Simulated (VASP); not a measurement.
# Hf3SnS4 in VASP: further runs, part 2 of 2

VASP 6.6.1.

## 3. Relaxation of cell and atoms, PBE

This run uses another cell than the first one, of 25.20 Å³/atom, 1.006 times its volume.

Contents of INCAR:

```
  PREC = Normal
  ENCUT = 520
  EDIFF = 1E-5
  ISMEAR = 0
  SIGMA = 0.15
  LREAL = Auto
  LASPH = T
  NELM = 80
  ALGO = Fast
  ISIF = 3
  LWAVE = F
  LCHARG = F
  GGA = PE
  IBRION = 2
  NSW = 110
  EDIFFG = -0.03
  ISYM = 0
  KPAR = 4
```

Contents of KPOINTS:

```
Automatic mesh
0
Gamma
  7 7 2
```

Contents of POSCAR:

```
Hf3SnS4
1.0
    3.6618753300     -0.0247249500      0.0160997000
   -1.8523506100      3.1421934700      0.0128059200
    0.0791155900      0.1183422700     17.5922701700
Hf Sn S
3 1 4
Direct
    0.0098825500      0.0405499000      0.0141941500
    0.5768388100      0.3260178800      0.6215161000
    0.3487806000      0.6822528900      0.3700230900
    0.0007734100      0.9943977500      0.5018288800
    0.6221305500      0.3509174100      0.9224957400
    0.3677410500      0.7057124300      0.0858504700
    0.4169340000      0.7055075500      0.6994040000
    0.6786834200      0.4136338200      0.2811912200
```

Potentials or basis: VASP PAW PBE potentials, release 64 (Hf_pv, Sn_d, S).

Started as:

```bash
$ cat potpaw_PBE.64/Hf_pv/POTCAR potpaw_PBE.64/Sn_d/POTCAR potpaw_PBE.64/S/POTCAR > POTCAR
$ mpirun -np 4 vasp_std > vasp.out
```

OUTCAR:

```text
PREC = Normal
   ENCUT = 520
   EDIFF = 1E-5
   ISMEAR = 0
   LREAL = Auto
   LASPH = T
   NELM = 80
   ISIF = 3
   GGA = PE
   IBRION = 2
   NSW = 110
   EDIFFG = -0.03
   ISYM = 0

 ion  position               nearest neighbor table
   1  0.010  0.041  0.014-   6 2.36   6 2.45   5 2.49   6 2.54   5 2.72   5 2.75
   2  0.577  0.326  0.622-   7 2.23   7 2.43   4 2.80   4 2.96   7 3.00   4 3.20
   3  0.349  0.682  0.370-   8 2.46   8 2.65   8 2.76   4 3.12   4 3.13   4 3.14
   4  0.001  0.994  0.502-   2 2.80   2 2.96   3 3.12   3 3.13   3 3.14   2 3.20
   5  0.622  0.351  0.922-   1 2.49   1 2.72   1 2.75
   6  0.368  0.706  0.086-   1 2.36   1 2.45   1 2.54
   7  0.417  0.706  0.699-   2 2.23   2 2.43   2 3.00
   8  0.679  0.414  0.281-   3 2.46   3 2.65   3 2.76

IMPORTANT INFORMATION: All symmetrisations will be switched off!
NOSYMM: (Re-)initialisation of all symmetry stuff for point group C_1.

----------------------------------------------------------------------------------------

                                     Primitive cell

  volume of cell :     201.6035

  direct lattice vectors                    reciprocal lattice vectors
     3.661875330 -0.024724950  0.016099700     0.274185743  0.161644357 -0.002320435
    -1.852350610  3.142193470  0.012805920     0.002166993  0.319535284 -0.002159242
     0.079115590  0.118342270 17.592270170    -0.000252501 -0.000380529  0.056846842

  length of vectors
     3.661994191  3.647567213 17.592846100     0.318295624  0.319549927  0.056848677

  position of ions in fractional coordinates (direct lattice)
     0.009882550  0.040549900  0.014194150
     0.576838810  0.326017880  0.621516100
     0.348780600  0.682252890  0.370023090
     0.000773410  0.994397750  0.501828880
     0.622130550  0.350917410  0.922495740
     0.367741050  0.705712430  0.085850470
     0.416934000  0.705507550  0.699404000
     0.678683420  0.413633820  0.281191220

  ion indices of the primitive-cell ions
   primitive index   ion index
                 1           1
                 2           2
                 3           3
                 4           4
                 5           5
                 6           6
                 7           7
                 8           8
[... 113 lines left out ...]

 number of electron      67.9999991 magnetization

 Free energy of the ion-electron system (eV)
  ---------------------------------------------------
  ext. energy  EPLUGINS =         0.00000000
  ---------------------------------------------------
  free energy    TOTEN  =       -58.31712166 eV

  energy without entropy =      -58.27869946  energy(sigma->0) =      -58.29791056

------------------------ aborting loop because EDIFF is reached ----------------------------------------

  FORCE on cell =-STRESS in cart. coord.  units (eV):
  Direction    XX          YY          ZZ          XY          YZ          ZX
  --------------------------------------------------------------------------------------
  -------------------------------------------------------------------------------------
  Total        0.8159088      1.4830345      0.4599145     -0.9393213      0.7898989     -7.0823430
  in kB        6.4841663     11.7859285      3.6550191     -7.4649470      6.2774616    -56.2845901
  external PRESSURE =       7.3083713 kB  Pullay stress =       0.0000000 kB
[... 107 lines left out ...]
  FREE ENERGIE OF THE ION-ELECTRON SYSTEM (eV)
  ---------------------------------------------------
  free  energy   TOTEN  =       -59.2449396302 eV

  energy  without entropy=      -59.2098624713  energy(sigma->0) =      -59.22740105

 E-fermi :   4.4036     XC(G=0):  -9.4210

 val. band max:        4.3513376131   @ k =   0.0000   0.2857   0.5000
 cond. band min:       4.4185196199   @ k =   0.4286   0.0000   0.5000
 fundamental gap:      0.0671820069
 Fermi energy:         4.4036348297

 k-point     1 :       0.0000    0.0000    0.0000
  band No.  band energies     occupation
      1     -27.3808      2.00000
      2     -27.3053      2.00000
      3     -27.2817      2.00000
      4     -27.2742      2.00000
      5     -27.2215      2.00000
      6     -27.2101      2.00000
[... 1021 lines left out ...]
     39       6.2430      0.00000
     40       6.5279      0.00000

 [... further k-points ...]

[... ionic steps 4 to 30 ...]

--------------------------------------- Ionic step       31  -------------------------------------------

 number of electron      68.0000020 magnetization

------------------------ aborting loop because EDIFF is reached ----------------------------------------
[... 79 lines left out ...]
--------------------------------------- Ionic step       33  -------------------------------------------

 number of electron      68.0000021 magnetization

 Free energy of the ion-electron system (eV)
  ---------------------------------------------------
  ext. energy  EPLUGINS =         0.00000000
  ---------------------------------------------------
  free energy    TOTEN  =       -59.74691281 eV

  energy without entropy =      -59.69131700  energy(sigma->0) =      -59.71911491

 E-fermi :   4.4150     XC(G=0):  -9.4201

 val. band max:        4.3396712210   @ k =   0.4286   0.0000   0.5000
 cond. band min:       4.4210233009   @ k =  -0.2857   0.2857   0.0000
 fundamental gap:      0.0813520799
 Fermi energy:         4.4150302914

 k-point     1 :       0.0000    0.0000    0.0000
  band No.  band energies     occupation
      1     -27.3311      2.00000
      2     -27.2637      2.00000
      3     -27.2566      2.00000
      4     -27.2241      2.00000
      5     -27.2238      2.00000
      6     -27.1575      2.00000
[... 1058 lines left out ...]
  FREE ENERGIE OF THE ION-ELECTRON SYSTEM (eV)
  ---------------------------------------------------
  free  energy   TOTEN  =       -59.7469128117 eV

  energy  without entropy=      -59.6913170037  energy(sigma->0) =      -59.71911491

 reached required accuracy - stopping structural energy minimisation
```

Wall time 8.9 min (4 MPI ranks of Intel Xeon 6975P-C (Granite Rapids), shared host); peak memory 0.38 GiB.

Results:

```yaml
Free_energy: -59.7469 eV
Relaxed_volume: 24.73 Å³/atom
Relaxed_cell: a = 3.614 Å, b = 3.615 Å, c = 17.496 Å, α = 88.82°, β = 91.05°, γ = 120.05°
Space_group_after_relaxing_to_0.05_Å: Cm (No. 8)
Energy_gained_by_relaxing: 178.7 meV/atom
Ionic_steps: 33
Pressure_after_relaxing: 0.1 GPa
Largest_force_after_relaxing: 0.026 eV/Å
Band_gap_on_the_k_mesh: none (metal or under the smearing width)
```

Forces on the atoms (eV/Å):
```
Hf  -0.011 -0.006 -0.006
Hf   0.014 -0.006 -0.004
Hf  -0.013  0.012  0.000
Sn  -0.002 -0.021  0.015
S   -0.006  0.005 -0.020
S    0.012  0.007  0.004
S   -0.006  0.008 -0.004
S    0.011  0.001  0.015
```

Step by step:
```csv
step,energy change (eV),largest force (eV/Å),pressure (GPa),volume (Å³)
1,0.0000,2.9880,0.73,201.60
2,-0.8952,1.9057,-2.80,204.59
3,-0.9278,1.7123,-2.59,204.09
4,-1.1858,1.0109,2.62,193.35
5,-1.1945,1.0858,1.75,194.89
6,-1.3544,0.4558,0.02,197.75
7,-1.3580,0.5403,-0.24,198.29
8,-1.4009,0.3416,-0.19,197.87
9,-1.4035,0.2790,-0.15,197.74
10,-1.4153,0.1541,0.19,196.99
11,-1.4166,0.1388,0.26,196.72
12,-1.4166,0.1493,0.31,196.62
13,-1.4203,0.1294,-0.34,197.77
14,-1.4203,0.1134,-0.29,197.66
15,-1.4238,0.1001,-0.06,197.26
16,-1.4242,0.1010,-0.01,197.08
17,-1.4258,0.0468,0.17,196.92
18,-1.4264,0.0599,0.27,196.76
19,-1.4273,0.0499,0.05,197.24
20,-1.4275,0.0614,0.00,197.48
21,-1.4270,0.1088,-0.27,197.96
22,-1.4274,0.0669,-0.12,197.57
23,-1.4275,0.0654,-0.08,197.52
24,-1.4279,0.0593,-0.02,197.60
25,-1.4282,0.0913,-0.08,197.83
26,-1.4283,0.0784,-0.10,197.77
27,-1.4288,0.0738,0.05,197.59
28,-1.4289,0.0625,0.18,197.42
29,-1.4293,0.0507,0.21,197.57
30,-1.4293,0.0649,0.00,198.01
31,-1.4296,0.0446,0.04,197.83
32,-1.4295,0.0493,0.07,197.69
33,-1.4298,0.0263,0.05,197.85
```

Final structure:
```cif
data_structure
_symmetry_space_group_name_H-M 'P 1'
_symmetry_Int_Tables_number 1
_cell_length_a 3.6144
_cell_length_b 3.6154
_cell_length_c 17.4961
_cell_angle_alpha 88.823
_cell_angle_beta 91.048
_cell_angle_gamma 120.048
_cell_volume 197.85
loop_
_atom_site_label
_atom_site_type_symbol
_atom_site_fract_x
_atom_site_fract_y
_atom_site_fract_z
_atom_site_occupancy
Hf1 Hf 0.00105 0.03547 0.00673 1
Hf2 Hf 0.67487 0.34748 0.62226 1
Hf3 Hf 0.33310 0.69786 0.36823 1
Sn1 Sn 0.00541 0.02351 0.49521 1
S1 S 0.66281 0.37448 0.92336 1
S2 S 0.33692 0.69535 0.09017 1
S3 S 0.34607 0.67396 0.70072 1
S4 S 0.66154 0.37088 0.28982 1
```

Levels at points of the mesh, in eV from the Fermi level:
```csv
k point,band 32,band 33,band 34,band 35,band 36,band 37
"(0.00, 0.00, 0.00)",-1.12,0.96,0.97,0.98,0.98,1.04
"(0.00, 0.00, 0.50)",-1.12,0.96,0.96,0.98,0.98,1.04
```
